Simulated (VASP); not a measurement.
Wanted: the native input for a VASP 6.6.1 run.

* Task: electron localisation function
* Functional: optB86b-vdW
* Potentials or basis: VASP PAW PBE potentials, release 64 (Cs_sv, Ca_sv, Mg_pv)
* Cutoff: 520 eV
* k mesh: 5 × 4 × 4
* Occupations: gaussian, width 0.1 eV
* Spin: no spin polarisation
* Further INCAR settings: ALGO = Fast; EDIFF = 1e-06

The structure of CsCaMg6 lies in POSCAR:

```
CsCaMg6
1.0
    5.2591370000      0.0000000000      0.0000000000
    0.0000000000      3.5524075000      6.7534280000
    0.0000000000     -3.5524075000      6.7534280000
Cs Ca Mg
1 1 6
Direct
    0.4997390000      0.6833330000      0.6850760000
    0.4928720000      0.1406970000      0.1744130000
    0.0126590000      0.8514840000      0.8762760000
    0.0010020000      0.3425060000      0.3556670000
    0.0064200000      0.2821220000      0.8107980000
   -0.0081870000      0.8244010000      0.2652800000
    0.4746680000      0.1807380000      0.6637240000
    0.4945960000      0.6762610000      0.1824530000
```

The cell comes from a database or a generator and needn't be the stable form of this composition.

The cell isn't the ideal one: atoms moved at random, drawn with an rms of 0.1 Å.

The input as run:

INCAR

```
SYSTEM = CsCaMg6
PREC = Accurate
ENCUT = 520
EDIFF = 1E-6
ISMEAR = 0
SIGMA = 0.1
LREAL = .FALSE.
LASPH = .TRUE.
NELM = 80
ALGO = Fast
ISIF = 2
LWAVE = .FALSE.
LCHARG = .TRUE.
GGA = MK
LUSE_VDW = .TRUE.
AGGAC = 0.0
PARAM1 = 0.1234
PARAM2 = 1.0
LELF = .TRUE.
```

KPOINTS

```
regular mesh
0
G
  5 4 4
  0 0 0
```

Potentials or basis: VASP PAW PBE potentials, release 64 (Cs_sv, Ca_sv, Mg_pv).

The run is started by

```sh
$ cat potpaw_PBE.64/Cs_sv/POTCAR potpaw_PBE.64/Ca_sv/POTCAR potpaw_PBE.64/Mg_pv/POTCAR > POTCAR
$ mpirun -np 1 vasp_std > vasp.out
```

Results of the run:

```json
{"Pressure": "-0.1 GPa", "Largest force": "0.393 eV/Å", "Band gap on the k mesh": "none (metal or under the smearing width)"}
```

Caveat: the PAW data sets were made with another functional, which shifts forces and pressure a little.

It took 14 min on 1 thread of Intel(R) Xeon(R) Platinum 8488C (Sapphire Rapids), with other jobs on the host, peak memory 1.3 GiB.
